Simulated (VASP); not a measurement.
# Tantalum: does spin-orbit coupling change the cell?

Aim: relax Tantalum with and without spin-orbit coupling. The starting structure is a measured crystal structure from the Crystallography Open Database. The first relaxation on each setting starts from this cell expanded by 3 % in volume.

Calculated with VASP 6.6.1; Kohn-Sham DFT with plane waves and PAW; PBEsol and PBEsol + spin-orbit coupling.

### 1. The structure

It takes space group Im-3m (No. 229, cubic). The conventional cell has a = 3.306 Å, b = 3.306 Å, c = 3.306 Å, α = 90.00°, β = 90.00°, γ = 90.00°. Ta has 8 Ta at 2.86 Å nearest.

### 2. Relaxation without spin-orbit coupling

This run starts from the cell of an earlier relaxation, which isn't shown; the restart sets up the plane waves anew.

INCAR

```
SYSTEM = Ta
PREC = Accurate
ENCUT = 450
EDIFF = 1E-06
NELM = 100
ISMEAR = 1
SIGMA = 0.15
LREAL = .FALSE.
ALGO = Normal
GGA = PS
NBANDS = 11
LORBIT = 11
LWAVE = .FALSE.
LCHARG = .FALSE.
KPAR = 4
IBRION = 2
NSW = 50
ISIF = 3
EDIFFG = -0.006
LASPH = .TRUE.
```

POSCAR

```
Ta
1.0
   -1.6415163859      1.6415163859      1.6415163859
    1.6415163859     -1.6415163859      1.6415163859
    1.6415163859      1.6415163859     -1.6415163859
Ta
1
Direct
    0.0000000000      0.0000000000      0.0000000000
```

KPOINTS

```
Automatic mesh
0
Gamma
16 16 16
0 0 0
```

PAW data sets: Ta_pv (PBE family, release 64).

The run is started by

```console
> mpirun -np 4 vasp_std
```

The program printed:

```text
[banner, memory and clock lines left out]
running    4 mpi-ranks, on    1 nodes
 distrk:  each k-point on    1 cores,    4 groups
 distr:  one band on    1 cores,    1 groups

 POSCAR found type information on POSCAR Ta
 POSCAR found :  1 types and       1 ions
|                                                                             |
|               ----> ADVICE to this user running VASP <----                  |
|                                                                             |
|     You enforced a specific xc type in the INCAR file but a different       |
|     [... a line on the potential file left out ...]
|     I HOPE YOU KNOW WHAT YOU ARE DOING!                                     |
|                                                                             |

 LDA part: xc-table for (Slater+PW92), standard interpolation
 POSCAR, INCAR and KPOINTS ok, starting setup
 FFT: planning ... GRIDC
 FFT: planning ... GRID_SOFT
 FFT: planning ... GRID
 WAVECAR not read
 entering main loop
       N       E                     dE             d eps       ncg     rms          rms(c)
DAV:   1     0.519221421412E+02    0.51922E+02   -0.58003E+03  3198   0.859E+02
DAV:   2    -0.121631574843E+02   -0.64085E+02   -0.62617E+02  3640   0.236E+02
DAV:   3    -0.130475180376E+02   -0.88436E+00   -0.87187E+00  3829   0.266E+01
DAV:   4    -0.130503737078E+02   -0.28557E-02   -0.28554E-02  3593   0.162E+00
DAV:   5    -0.130503861297E+02   -0.12422E-04   -0.12421E-04  3839   0.977E-02    0.143E+01
DAV:   6    -0.126650254183E+02    0.38536E+00   -0.33268E-01  3646   0.634E+00    0.695E+00
DAV:   7    -0.125481614793E+02    0.11686E+00   -0.28740E-01  3655   0.546E+00    0.381E-01
DAV:   8    -0.125468463498E+02    0.13151E-02   -0.93357E-03  3759   0.816E-01    0.115E-01
DAV:   9    -0.125468265219E+02    0.19828E-04   -0.96543E-05  3669   0.107E-01    0.213E-02
DAV:  10    -0.125468241361E+02    0.23858E-05   -0.27179E-06  3522   0.173E-02    0.314E-03
DAV:  11    -0.125468241420E+02   -0.58360E-08   -0.10638E-07  2027   0.378E-03
   1 F= -.12546824E+02 E0= -.12546444E+02  d E =-.125468E+02
 curvature:   0.00 expect dE= 0.000E+00 dE for cont linesearch  0.000E+00
 trial: gam= 0.00000 g(F)=  0.264E-63 g(S)=  0.224E-05 ort = 0.000E+00 (trialstep = 0.100E+01)
 search vector abs. value=  0.224E-05
 reached required accuracy - stopping structural energy minimisation
```

It took 5 s on 4 MPI ranks of Intel Xeon Platinum 8259CL at 2.50GHz (Skylake/Cascade Lake), shared host; peak memory 0.54 GiB; 18 s of CPU time.

The logs omit lines about the potential files and the build; timing stands in the text.

Parts of OUTCAR (step 2):

```text
ion  position               nearest neighbor table
   1  0.000  0.000  0.000-

  LATTYP: Found a body centered cubic cell.
 ALAT       =     3.2830327718

 Subroutine GETGRP returns: Found 48 space group operations
 (whereof 48 operations were pure point group operations)

The static configuration has the point symmetry O_h .

 Found    145 irreducible k-points:

   k-points           NKPTS =    145   k-points in BZ     NKDIM =    145   number of bands    NBANDS=     11

   dimension x,y,z NGX =    20 NGY =   20 NGZ =   20
   dimension x,y,z NGXF=    40 NGYF=   40 NGZF=   40

   ENCUT  =  450.0 eV  33.07 Ry    5.75 a.u.   4.92  4.92  4.92*2*pi/ulx,y,z

   NELECT =      11.0000    total number of electrons

 k-points in reciprocal lattice and weights: Automatic mesh
   0.00000000  0.00000000  0.00000000       0.000
   0.06250000  0.00000000  0.00000000       0.003
   0.12500000  0.00000000  0.00000000       0.003
   0.18750000  0.00000000  0.00000000       0.003
   0.25000000  0.00000000  0.00000000       0.003
   0.31250000  0.00000000  0.00000000       0.003
   0.37500000  0.00000000  0.00000000       0.003
   0.43750000  0.00000000  0.00000000       0.003
   0.50000000  0.00000000  0.00000000       0.001
[...]
0.50000000  0.50000000  0.43750000       0.003
   0.50000000  0.50000000  0.50000000       0.000

 average (electrostatic) potential at core
       1 -36.0422

 E-fermi :   5.4421

 k-point     1 :       0.0000    0.0000    0.0000
  band No.  band energies     occupation
      1     -27.4923      2.00000
      2     -27.4923      2.00000
      3     -27.4923      2.00000
      4      -2.5323      2.00000
      5       6.1830     -0.00000
      6       6.1830     -0.00000
      7       6.1830     -0.00000
      8       9.5178      0.00000
      9       9.5178      0.00000
    ...

 k-point     2 :       0.0625    0.0000    0.0000
  band No.  band energies     occupation
      1     -27.5444      2.00000
      2     -27.5082      2.00000
      3     -27.4926      2.00000
      4      -2.3530      2.00000
      5       6.0662     -0.00000
      6       6.1495     -0.00000
      7       6.3587     -0.00000
      8       9.3273      0.00000
      9       9.5179      0.00000
    ...

 k-point     3 :       0.1250    0.0000    0.0000
  band No.  band energies     occupation
      1     -27.6906      2.00000
      2     -27.5533      2.00000
      3     -27.4935      2.00000
      4      -1.8397      2.00000
      5       5.7514     -0.01301
      6       6.0005     -0.00000
      7       6.8789     -0.00000
      8       8.9691      0.00000
      9       9.5308      0.00000
    ...

  Total       -0.0039325     -0.0039325     -0.0039325      0.0000000      0.0000000     -0.0000000
  in kB       -0.3561073     -0.3561073     -0.3561073      0.0000000      0.0000000     -0.0000000
  external PRESSURE =      -0.3561073 kB  Pullay stress =       0.0000000 kB

  energy-cutoff  :      450.00
  volume of cell :       17.69
      direct lattice vectors                 reciprocal lattice vectors
    -1.641516386  1.641516386  1.641516386     0.000000000  0.304596411  0.304596411
     1.641516386 -1.641516386  1.641516386     0.304596411  0.000000000  0.304596411
     1.641516386  1.641516386 -1.641516386     0.304596411  0.304596411  0.000000000

 POSITION                                       TOTAL-FORCE (eV/Angst)
 -----------------------------------------------------------------------------------
      0.00000      0.00000      0.00000         0.000000      0.000000      0.000000
 -----------------------------------------------------------------------------------
    total drift:                                0.000000     -0.000000      0.000000

  FREE ENERGIE OF THE ION-ELECTRON SYSTEM (eV)
  ---------------------------------------------------
  free  energy   TOTEN  =       -12.5468241420 eV

  energy  without entropy=      -12.5456827623  energy(sigma->0) =      -12.54644368

 reached required accuracy - stopping structural energy minimisation

 total charge
# of ion       s       p       d       tot
------------------------------------------
    1        0.375   6.174   2.421   8.969

[... 3 further parts left out ...]
```

CONTCAR:

```
Ta
   1.00000000000000
    -1.6415163858999999    1.6415163858999999    1.6415163858999999
     1.6415163858999999   -1.6415163858999999    1.6415163858999999
     1.6415163858999999    1.6415163858999999   -1.6415163858999999
  Ta
     1
Direct
     0.0000000000000000    0.0000000000000000    0.0000000000000000
```

This run has no spin polarisation. Its electron count is odd, so without a moment it is a metal by construction. The PAW data sets were made with PBE, which is usual practice but a small mismatch for other functionals. The run keeps the 48 symmetry operations of its start, so it cannot find a distortion of lower symmetry.

Without spin-orbit coupling the relaxed cell holds 17.693 Å³ an atom, with a = 3.283 Å.

### 3. Relaxation with spin-orbit coupling

Against step 2 the input has LNONCOLLINEAR = .TRUE., MAGMOM = 0 0 0, GGA_COMPAT = .FALSE. and LSORBIT = .TRUE. (also changed: NBANDS and LMAXMIX). This run starts from the cell of an earlier relaxation, which isn't shown; the restart sets up the plane waves anew.

INCAR: that of step 2 with these lines changed.

```diff
@@ -10,3 +10,9 @@
 GGA = PS
-NBANDS = 11
+LNONCOLLINEAR = .TRUE.
+MAGMOM = 0 0 0
+NBANDS = 22
+GGA_COMPAT = .FALSE.
+LASPH = .TRUE.
+LSORBIT = .TRUE.
+LMAXMIX = 4
 LORBIT = 11
@@ -19,2 +25 @@
 EDIFFG = -0.006
-LASPH = .TRUE.
```

POSCAR

```
Ta
1.0
   -1.6403239053      1.6403239053      1.6403239053
    1.6403239053     -1.6403239053      1.6403239053
    1.6403239053      1.6403239053     -1.6403239053
Ta
1
Direct
    0.0000000000      0.0000000000      0.0000000000
```

KPOINTS is that of step 2.

The run is started by

```console
> mpirun -np 4 vasp_ncl
```

The program printed:

```text
[banner, memory and clock lines left out]
running    4 mpi-ranks, on    1 nodes
[...]
[... a notice as in an earlier step ...]

 LDA part: xc-table for (Slater+PW92), standard interpolation
 POSCAR, INCAR and KPOINTS ok, starting setup
[...]
entering main loop
       N       E                     dE             d eps       ncg     rms          rms(c)
DAV:   1     0.847244242422E+02    0.84724E+02   -0.54393E+03  6380   0.926E+02
DAV:   2    -0.113540404236E+02   -0.96078E+02   -0.93168E+02  7434   0.304E+02
DAV:   3    -0.137623292314E+02   -0.24083E+01   -0.23874E+01  7690   0.464E+01
DAV:   4    -0.137739389889E+02   -0.11610E-01   -0.11606E-01  7416   0.345E+00
[...]
DAV:  10    -0.132628434302E+02    0.45904E-04   -0.11002E-04  7294   0.123E-01    0.202E-02
DAV:  11    -0.132628413208E+02    0.21094E-05   -0.47602E-06  7852   0.253E-02    0.721E-03
DAV:  12    -0.132628413032E+02    0.17613E-07   -0.45562E-08  4228   0.239E-03
   1 F= -.13262841E+02 E0= -.13262480E+02  d E =-.132628E+02  mag=     0.0000     0.0000     0.0000
[...]
reached required accuracy - stopping structural energy minimisation
```

Run time: 20 s. Hardware: 4 MPI ranks; peak memory 0.78 GiB; 76 s of CPU time.

OUTCAR, selected parts (step 3):

```text
  Total        0.0039248      0.0039248      0.0039248      0.0000000     -0.0000000      0.0000000
  in kB        0.3561922      0.3561922      0.3561922      0.0000000     -0.0000000      0.0000000
  external PRESSURE =       0.3561922 kB  Pullay stress =       0.0000000 kB

  FREE ENERGIE OF THE ION-ELECTRON SYSTEM (eV)
  ---------------------------------------------------
  free  energy   TOTEN  =       -13.2628413032 eV

  energy  without entropy=      -13.2617571574  energy(sigma->0) =      -13.26247992

 magnetization (x)
# of ion       s       p       d       tot
------------------------------------------
    1       -0.000   0.000   0.000   0.000

 magnetization (y)
# of ion       s       p       d       tot
------------------------------------------
    1       -0.000  -0.000   0.000  -0.000

 magnetization (z)
# of ion       s       p       d       tot
------------------------------------------
    1        0.000   0.000   0.000   0.000

[... 2 parts as in an earlier step ...]

[... 3 further parts left out ...]
[key lines of the parts left out:]
E-fermi :   5.4482
```

With spin-orbit coupling the relaxed cell holds 17.654 Å³ an atom, with a = 3.281 Å.

### 4. The runs compared

| run | volume (Å³/atom) | a (Å) | pressure left (GPa) | core minutes |
| --- | --- | --- | --- | --- |
| without spin-orbit coupling | 17.693 | 3.283 | -0.036 | 1.21 |
| with spin-orbit coupling | 17.654 | 3.2806 | 0.036 | 6.64 |

Core minutes are wall time times ranks, summed over the relaxations behind a row (those for a bulk modulus apart), on shared hosts.

### 5. What came out

| Quantity | Value |
| --- | --- |
| volume without spin-orbit coupling | 17.693 Å³/atom |
| volume with spin-orbit coupling | 17.654 Å³/atom |

**Reading.** The run with spin-orbit coupling gives a volume -0.22 % from the one without. The relaxations stop with -0.036 and 0.036 GPa left; at a bulk modulus of 50 GPa, to name a scale, that difference alone shifts the volume by 0.14 %. The k mesh isn't tested here. GGA_COMPAT also differs between the two, which alone can make a change this small. Further runs on this material are not shown.

[Lines on the potential files, build, host, timing and source positions are cut from VASP's logs without a mark.]

[Logs are printed without paths, hosts, clocks, repeated set-up lines and the standing remarks that a program may print on its own settings, such as how far it seeks lower states.]

[Hosts, paths, dates, database ids (printed as entryN), source tags and the programs' standing remarks are cut or masked in the printed files.]
